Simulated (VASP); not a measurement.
# GaN: the band gap, functional by functional, part 3 of 3

Aim: the gap of GaN on one structure at many levels of theory. The starting structure is a measured crystal structure from the Crystallography Open Database. Cell and atoms stay as given. Meshes and data sets differ where the inputs say so.

VASP 6.6.1.

Results so far: LDA 1.913 eV; PBE 1.897 eV; r2SCAN 2.298 eV; LDA + spin-orbit coupling 1.910 eV; r2SCAN + spin-orbit coupling 2.295 eV; TB-mBJ + spin-orbit coupling 3.080 eV.

The database entry behind the starting cell has ideal inner coordinates that were not refined, so it need not match the best structure at ambient conditions.

### 9. Bands with HSE06

Level of this step: HSE06; plane waves and PAW (Ga_d, N) (VASP).

HSE06 mixes in a quarter of exact exchange at short range, at far higher cost; in semiconductors this cures much of the gap error, while metals seldom gain. This run uses a 5×5×3 mesh. Its starting orbitals come from a semilocal run on the same mesh, not shown.

Input file INCAR:

```
SYSTEM = GaN
PREC = Accurate
ENCUT = 460
EDIFF = 1E-06
NELM = 100
ISMEAR = 0
SIGMA = 0.03
LREAL = .FALSE.
ALGO = Normal
LHFCALC = .TRUE.
AEXX = 0.25
GGA = PE
HFSCREEN = 0.2
LASPH = .TRUE.
NBANDS = 24
PRECFOCK = Fast
LORBIT = 11
LWAVE = .FALSE.
LCHARG = .FALSE.
KPAR = 8
```

Input file POSCAR:

```
GaN
1.0
    3.1900000000      0.0000000000      0.0000000000
   -1.5950000000      2.7626210381      0.0000000000
    0.0000000000      0.0000000000      5.1890000000
Ga N
2 2
Direct
    0.3333333333      0.6666666667      0.5000000000
    0.6666666667      0.3333333333      0.0000000000
    0.3333333333      0.6666666667      0.8750000000
    0.6666666667      0.3333333333      0.3750000000
```

Input file KPOINTS:

```
Automatic mesh
0
Gamma
5 5 3
0 0 0
```

Input file KPOINTS_OPT:

```
Line mode
10
Line-mode
Reciprocal
  0.00000000   0.00000000   0.00000000 GAMMA
  0.50000000   0.00000000   0.00000000 M

  0.50000000   0.00000000   0.00000000 M
  0.33333333   0.33333333   0.00000000 K

  0.33333333   0.33333333   0.00000000 K
  0.00000000   0.00000000   0.00000000 GAMMA

  0.00000000   0.00000000   0.00000000 GAMMA
  0.00000000   0.00000000   0.50000000 A

  0.00000000   0.00000000   0.50000000 A
  0.50000000   0.00000000   0.50000000 L

  0.50000000   0.00000000   0.50000000 L
  0.33333333   0.33333333   0.50000000 H

  0.33333333   0.33333333   0.50000000 H
  0.00000000   0.00000000   0.50000000 A

  0.50000000   0.00000000   0.50000000 L
  0.50000000   0.00000000   0.00000000 M

  0.33333333   0.33333333   0.00000000 K
  0.33333333   0.33333333   0.50000000 H
```

The projector-augmented-wave data sets are Ga_d and N (PBE family, release 64).

Run with:

```bash
$ mpirun -np 8 vasp_std
```

Numbers of over 12 decimals in the logs are rounded to 6 here.

The log of the run:

```text
[banner, memory and clock lines left out]
running    8 mpi-ranks, on    1 nodes
[...]
[... a notice as in an earlier step ...]

 LDA part: xc-table for (Slater+PW92), standard interpolation
 found WAVECAR, reading the header
 POSCAR, INCAR and KPOINTS ok, starting setup
[...]
reading WAVECAR
 the WAVECAR file was read successfully
 initial charge from wavefunction
 entering main loop
       N       E                     dE             d eps       ncg     rms          rms(c)
DAV:   1    -0.296066686688E+02   -0.29607E+02   -0.23757E+00   664   0.364E+01    0.123E+00
DAV:   2    -0.295837533823E+02    0.22915E-01   -0.22989E-01   752   0.831E+00    0.807E-01
DAV:   3    -0.295718329502E+02    0.11920E-01   -0.39899E-02   744   0.310E+00    0.482E-01
DAV:   4    -0.295712950821E+02    0.53787E-03   -0.71626E-03   824   0.103E+00    0.264E-01
[...]
DAV:   9    -0.295707435802E+02    0.50774E-05   -0.32059E-06   552   0.176E-02    0.137E-02
[...]
1 F= -.29570741E+02 E0= -.29570741E+02  d E =-.782183E-25
 Start KPOINTS_OPT (optional k-point list driver)
k-point batch [1-10\90]
       N       E                     dE             ncg
DAV:   1     0.841446838448E+03   -0.60539E+04      520
DAV:   2    -0.202926927158E+04   -0.28707E+04      488
DAV:   3    -0.240877104149E+04   -0.37950E+03      544
DAV:   4    -0.242823639589E+04   -0.19465E+02      672
DAV:   5    -0.242860889314E+04   -0.37250E+00      632
DAV:   6    -0.242862000932E+04   -0.11116E-01      760
DAV:   7    -0.242862027385E+04   -0.26453E-03      592
DAV:   8    -0.242862027976E+04   -0.59059E-05      544
DAV:   9    -0.242862027998E+04   -0.21725E-06      408
[...]
k-point batch [81-90\90]
       N       E                     dE             ncg
DAV:   1     0.633437239028E+03   -0.14051E+05      520
DAV:   2    -0.220855672501E+04   -0.28420E+04      520
DAV:   3    -0.254068615912E+04   -0.33213E+03      584
DAV:   4    -0.255425132851E+04   -0.13565E+02      608
DAV:   5    -0.255453498620E+04   -0.28366E+00      576
DAV:   6    -0.255454473196E+04   -0.97458E-02      704
DAV:   7    -0.255454485994E+04   -0.12798E-03      568
DAV:   8    -0.255454486157E+04   -0.16260E-05      424
DAV:   9    -0.255454486173E+04   -0.16023E-06      408
```

The job ended after 23 min (8 MPI ranks of Intel Xeon Platinum 8375C at 2.90GHz (Ice Lake), shared host; peak memory 2.3 GiB).

OUTCAR, selected parts (step 9):

```text
 POSITION                                       TOTAL-FORCE (eV/Angst)
 -----------------------------------------------------------------------------------
     -0.00000      1.84175      2.59450        -0.000000      0.000000     -0.136370
      1.59500      0.92087      0.00000         0.000000     -0.000000     -0.136370
     -0.00000      1.84175      4.54038         0.000000      0.000000      0.136370
      1.59500      0.92087      1.94588        -0.000000     -0.000000      0.136370
 -----------------------------------------------------------------------------------
    total drift:                               -0.000001     -0.000002     -0.000236

  FREE ENERGIE OF THE ION-ELECTRON SYSTEM (eV)
  ---------------------------------------------------
  free  energy   TOTEN  =       -29.5707413627 eV

  energy  without entropy=      -29.5707413627  energy(sigma->0) =      -29.57074136

[... 1 part as in an earlier step ...]

[... 2 further parts left out ...]
[key lines of the parts left out:]
E-fermi :   4.6979
```

HSE06 gives a direct gap of 3.192 eV. The least gap is +1.278 eV from that of LDA, on another mesh, which alone can move a gap by some hundredths of an eV.

### 10. Bands with PBE0

PBE0 keeps a quarter of exact exchange at all ranges; it tends to overshoot small gaps. This run uses a 5×5×3 mesh. It starts from the orbitals of an earlier run, not shown.

Edit INCAR of step 9 so:

```diff
@@ -12,3 +12,2 @@
 GGA = PE
-HFSCREEN = 0.2
 LASPH = .TRUE.
@@ -16,2 +15,3 @@
 PRECFOCK = Fast
+HFRCUT = -1
 LORBIT = 11
```

POSCAR is that of step 9.

KPOINTS is that of step 9.

KPOINTS_OPT is that of step 9.

Run with:

```bash
$ mpirun -np 8 vasp_std
```

The log of the run:

```text
[banner, memory and clock lines left out]
running    8 mpi-ranks, on    1 nodes
[...]
[... a notice as in an earlier step ...]

 LDA part: xc-table for (Slater+PW92), standard interpolation
 found WAVECAR, reading the header
 POSCAR, INCAR and KPOINTS ok, starting setup
[...]
HFRCUT set to (new)   9.355265
 reading WAVECAR
 the WAVECAR file was read successfully
 initial charge from wavefunction
 entering main loop
       N       E                     dE             d eps       ncg     rms          rms(c)
DAV:   1    -0.313572983675E+02   -0.31357E+02   -0.22276E+00   664   0.353E+01    0.119E+00
DAV:   2    -0.313459095804E+02    0.11389E-01   -0.21661E-01   792   0.775E+00    0.832E-01
DAV:   3    -0.313327295730E+02    0.13180E-01   -0.37192E-02   712   0.301E+00    0.480E-01
DAV:   4    -0.313322330124E+02    0.49656E-03   -0.79379E-03   832   0.104E+00    0.270E-01
[...]
DAV:   9    -0.313317287297E+02    0.55893E-05   -0.32972E-06   512   0.191E-02    0.137E-02
[...]
1 F= -.31331726E+02 E0= -.31331726E+02  d E =-.295307E-20
 Start KPOINTS_OPT (optional k-point list driver)
k-point batch [1-10\90]
       N       E                     dE             ncg
DAV:   1     0.775817664842E+03   -0.61195E+04      520
DAV:   2    -0.217241361148E+04   -0.29482E+04      504
DAV:   3    -0.255011126768E+04   -0.37770E+03      520
DAV:   4    -0.256912503806E+04   -0.19014E+02      696
DAV:   5    -0.256951873490E+04   -0.39370E+00      624
DAV:   6    -0.256952852949E+04   -0.97946E-02      760
DAV:   7    -0.256952872817E+04   -0.19869E-03      600
DAV:   8    -0.256952873315E+04   -0.49742E-05      512
DAV:   9    -0.256952873336E+04   -0.21134E-06      416
[...]
k-point batch [81-90\90]
       N       E                     dE             ncg
DAV:   1     0.551116950735E+03   -0.14133E+05      520
DAV:   2    -0.234706287495E+04   -0.28982E+04      520
DAV:   3    -0.268314337412E+04   -0.33608E+03      568
DAV:   4    -0.269680617769E+04   -0.13663E+02      616
DAV:   5    -0.269711477393E+04   -0.30860E+00      560
DAV:   6    -0.269712554471E+04   -0.10771E-01      712
DAV:   7    -0.269712567957E+04   -0.13487E-03      576
DAV:   8    -0.269712568094E+04   -0.13688E-05      416
DAV:   9    -0.269712568112E+04   -0.17781E-06      392
```

Run time: 22 min. Hardware: 8 MPI ranks; peak memory 1.6 GiB; 2.9 h of CPU time.

OUTCAR, selected parts (step 10):

```text
 POSITION                                       TOTAL-FORCE (eV/Angst)
 -----------------------------------------------------------------------------------
     -0.00000      1.84175      2.59450         0.000000      0.000000     -0.136047
      1.59500      0.92087      0.00000        -0.000000      0.000000     -0.136047
     -0.00000      1.84175      4.54038         0.000000     -0.000000      0.136047
      1.59500      0.92087      1.94588        -0.000000      0.000000      0.136047
 -----------------------------------------------------------------------------------
    total drift:                               -0.000000     -0.000002      0.001307

  FREE ENERGIE OF THE ION-ELECTRON SYSTEM (eV)
  ---------------------------------------------------
  free  energy   TOTEN  =       -31.3317263429 eV

  energy  without entropy=      -31.3317263429  energy(sigma->0) =      -31.33172634

[... 2 parts as in an earlier step ...]

[... 1 further part left out ...]
[key lines of the parts left out:]
E-fermi :   4.3046
```

PBE0 gives a direct gap of 3.888 eV. The least gap is +1.975 eV from that of LDA, on another mesh, which alone can move a gap by some hundredths of an eV.

### 11. Comparison

| level | ended | gap (eV) | least direct gap (eV) | mesh | core minutes |
| --- | --- | --- | --- | --- | --- |
| LDA | converged | 1.913 | 1.913 | 8×8×4 | 2.93 |
| PBE | converged | 1.897 | 1.897 | 8×8×4 | 2.32 |
| r2SCAN | converged | 2.298 | 2.298 | 8×8×4 | 6.4 |
| TB-mBJ | not converged | - | - | 8×8×4 | 17.7 |
| LDA + spin-orbit coupling | converged | 1.91 | 1.91 | 8×8×4 | 7.6 |
| r2SCAN + spin-orbit coupling | converged | 2.295 | 2.295 | 8×8×4 | 25.2 |
| TB-mBJ + spin-orbit coupling | converged | 3.08 | 3.08 | 8×8×4 | 25.9 |
| HSE06 | converged | 3.192 | 3.192 | 5×5×3 | 183.0 |
| PBE0 | converged | 3.888 | 3.888 | 5×5×3 | 175.0 |

Core minutes are wall time times ranks of the run shown, on a shared host.

### 12. What came out

```json
{
  "gap, LDA": "1.913 eV",
  "gap, PBE": "1.897 eV",
  "gap, r2SCAN": "2.298 eV",
  "gap, LDA + spin-orbit coupling": "1.910 eV",
  "gap, r2SCAN + spin-orbit coupling": "2.295 eV",
  "gap, TB-mBJ + spin-orbit coupling": "3.080 eV",
  "gap, HSE06": "3.192 eV",
  "gap, PBE0": "3.888 eV"
}
```

What this shows: Without spin-orbit coupling the gap of GaN runs from 1.897 eV (PBE) to 3.888 eV (PBE0). HSE06 gives +1.29 eV from PBE, on another mesh, which alone can move a gap by some hundredths of an eV. Spin-orbit coupling changes the LDA gap by -0.003 eV. Spin-orbit coupling changes the r2SCAN gap by -0.002 eV. These are gaps between Kohn-Sham or generalised Kohn-Sham levels of a static lattice, without excitons or temperature. No result to use came from TB-mBJ. Further runs on this material are not shown.

[Lines on the potential files, build, host, timing and source positions are cut from VASP's logs without a mark.]

[Logs are printed without paths, hosts, clocks, repeated set-up lines and the standing remarks that a program may print on its own settings, such as how far it seeks lower states.]

[Hosts, paths, dates, database ids (printed as entryN), source tags and the programs' standing remarks are cut or masked in the printed files.]
